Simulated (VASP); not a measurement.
Output of a VASP run:

OSZICAR:
```
       N       E                     dE             d eps       ncg     rms          rms(c)
DAV:   1     0.559405781886E+03    0.55941E+03   -0.28642E+04  6060   0.205E+03
DAV:   2     0.493146832065E+02   -0.51009E+03   -0.49857E+03  6473   0.515E+02
DAV:   3    -0.332795587931E+02   -0.82594E+02   -0.80169E+02  6883   0.160E+02
DAV:   4    -0.382024651405E+02   -0.49229E+01   -0.48897E+01  7467   0.400E+01
DAV:   5    -0.383580911709E+02   -0.15563E+00   -0.15534E+00  8344   0.678E+00    0.788E+00
DAV:   6    -0.375323188168E+02    0.82577E+00   -0.15769E+00  8359   0.158E+01    0.480E+00
DAV:   7    -0.374016803507E+02    0.13064E+00   -0.82190E-01  7160   0.532E+00    0.148E+00
DAV:   8    -0.373951262941E+02    0.65541E-02   -0.18595E-01  7902   0.456E+00    0.400E-01
DAV:   9    -0.373951429713E+02   -0.16677E-04   -0.20318E-02  7972   0.177E+00    0.137E-01
DAV:  10    -0.373953911839E+02   -0.24821E-03   -0.33356E-03  6738   0.455E-01    0.989E-02
DAV:  11    -0.373955620652E+02   -0.17088E-03   -0.64460E-04  8157   0.171E-01    0.233E-02
DAV:  12    -0.373955610202E+02    0.10450E-05   -0.16324E-04  7419   0.135E-01    0.166E-02
DAV:  13    -0.373955666178E+02   -0.55976E-05   -0.18232E-05  7894   0.260E-02    0.724E-03
DAV:  14    -0.373955682160E+02   -0.15982E-05   -0.80598E-06  6058   0.271E-02    0.285E-03
DAV:  15    -0.373955683324E+02   -0.11641E-06   -0.85217E-07  4065   0.676E-03
   1 F= -.37395568E+02 E0= -.37395544E+02  d E =-.373956E+02
       N       E                     dE             d eps       ncg     rms          rms(c)
DAV:   1    -0.373956994166E+02   -0.13120E-03   -0.52788E-03  7818   0.565E-01    0.696E-02
DAV:   2    -0.373956308175E+02    0.68599E-04   -0.55712E-04  7522   0.264E-01    0.317E-02
DAV:   3    -0.373956060301E+02    0.24787E-04   -0.72159E-05  9546   0.642E-02    0.969E-03
DAV:   4    -0.373956042629E+02    0.17671E-05   -0.11575E-05  6541   0.242E-02    0.307E-03
DAV:   5    -0.373956042657E+02   -0.27358E-08   -0.75130E-07  3587   0.773E-03
   2 F= -.37395604E+02 E0= -.37395579E+02  d E =-.359332E-04
```

OUTCAR:
```
------------------------ aborting loop because EDIFF is reached ----------------------------------------
  FORCE on cell =-STRESS in cart. coord.  units (eV):
  Direction    XX          YY          ZZ          XY          YZ          ZX
  --------------------------------------------------------------------------------------
  Total        0.0707975      0.0707975      0.0602469      0.0014881     -0.0000000     -0.0000000
  in kB        0.6440169      0.6440169      0.5480422      0.0135366     -0.0000000     -0.0000000
  external PRESSURE =       0.6120253 kB  Pullay stress =       0.0000000 kB
  volume of cell :      176.13
      direct lattice vectors                 reciprocal lattice vectors
    -0.007055357  5.602453981  5.611455326    -0.089134356  0.089134356  0.089103445
     5.602453981 -0.007055357  5.611455326     0.089134356 -0.089134356  0.089103445
     2.797699312  2.797699312  0.000000000     0.178718277  0.178718277 -0.178206890
 POSITION                                       TOTAL-FORCE (eV/Angst)
 -----------------------------------------------------------------------------------
      5.59540      5.59540     11.05570         0.000000      0.000000     -0.006668
      5.67241      8.31609      8.48916        -0.002862      0.002862      0.004304
      8.31609      5.67241      8.48916         0.002862     -0.002862      0.004304
      5.59540      5.59540      5.62476        -0.000000     -0.000000      0.003426
      1.39885      1.39885      1.41240         0.000000      0.000000     -0.011737
      4.20022      1.39517      4.20573        -0.002674      0.002674      0.000544
      1.39517      4.20022      4.20573         0.002674     -0.002674      0.000544
      4.19655      4.19655      7.02045        -0.000000     -0.000000      0.005282
 -----------------------------------------------------------------------------------
    total drift:                                0.000028      0.000028     -0.001467
  FREE ENERGIE OF THE ION-ELECTRON SYSTEM (eV)
  ---------------------------------------------------
  free  energy   TOTEN  =       -37.3956042657 eV

  energy  without entropy=      -37.3955298541  energy(sigma->0) =      -37.39557946

 reached required accuracy - stopping structural energy minimisation
```
(Selected blocks of OUTCAR.)

### POSCAR
```
Ga4P3Sb
1
   -0.0077901103     5.6030252817     5.6126641422
    5.6030252817    -0.0077901103     5.6126641422
    2.7976175858     2.7976175858    -0.0000000000
Ga Sb P
4 1 3
Direct
  0.9851514560   0.9851514560   0.0296970880
  0.9920422005   0.5207213051   0.9872364945
  0.5207213051   0.9920422005   0.9872364945
  0.5012097684   0.5012097684   0.9975804631
  0.1259581088   0.1259581088   0.2480837825
  0.1246936237   0.6247338561   0.2505725202
  0.6247338561   0.1246936237   0.2505725202
  0.6254896814   0.6254896814   0.2490206372
```

Task: Write an INCAR and KPOINTS that could have produced this output.

Result: This is not unique; one that fits is the input of the run itself, PBEsol GGA, plane waves, VASP's PBE PAW potentials (set 64).

File KPOINTS:
```
Automatic
0
gamma
 5 5 9
0 0 0
```

INCAR:
```
GGA  =  PS
LASPH  =  .TRUE.
LREAL  =  .FALSE.   # projection in real space or not
ALGO  =  Normal   # blocked Davidson
SIGMA  =  0.1   # width (eV)
LMAXMIX  =  4
PREC  =  Accurate
EDIFFG  =  -0.02   # ionic stop
ISIF  =  3
ENCUT  =  400
NSW  =  60   # most ionic steps
ISMEAR  =  1
NELM  =  100   # most electronic steps
LCHARG  =  .FALSE.
IBRION  =  2   # conjugate gradients
SYSTEM  =  Ga4P3Sb
EDIFF  =  1E-6
LWAVE  =  .FALSE.
```

POTCAR, in this order: Ga_d Sb P (PBE.64 set). Program: vasp_std.

The structure was generated: Ga4P3Sb was put into an ordered model structure (Amm2), which need not be its known phase. This run relaxes it. Symmetry was kept, so distortions that lower it aren't found. The start is the result of an earlier pass.
